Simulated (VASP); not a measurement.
```
Pt
1.0
    0.00000     1.89767     1.89767
    1.89767     0.00000     1.89767
    1.89767     1.89767     0.00000
Pt
1
Cartesian
  0.00000   0.00000   0.00000
```

Method: LDA (Ceperley-Alder, Perdew-Zunger), VASP's LDA PAW potentials (set 64) (plane waves; VASP). Numerical set-up: 500 eV cut-off, 16×16×16 Γ-centred mesh, first-order Methfessel-Paxton smearing of 0.10 eV, potentials Pt.

Energy and stress use the plane-wave basis of the starting cell.

The ions, cell shape and volume at an external pressure of 45.0 GPa are relaxed. Which structure does the run end with?

```
Pt
1.0
    0.00000     1.87839     1.87839
    1.87839     0.00000     1.87839
    1.87839     1.87839     0.00000
Pt
1
Cartesian
  0.00000   0.00000   0.00000
```
Space group Fm-3m (225), at a tolerance of 0.03 Å.

How do energy and volume change from the first to the last step?

The energy (σ→0) changes by +95.9 meV/atom and the volume by -3.0 %, in 5 ionic steps.

| step | E(σ→0) (eV) | max force (eV/Å) | pressure (GPa) | volume (Å³) |
|---|---|---|---|---|
| 1 | -7.4061 | 0.000 | 29.92 | 13.67 |
| 2 | -6.0932 | 0.000 | 169.74 | 11.28 |
| 3 | -7.3193 | 0.000 | 43.74 | 13.29 |
| 4 | -7.3125 | 0.000 | 44.71 | 13.26 |
| 5 | -7.3102 | 0.000 | 45.05 | 13.26 |

The compound is Pt in the fcc structure. This run relaxes it under an external pressure of 45 GPa. Symmetry was kept, so distortions that lower it aren't found.
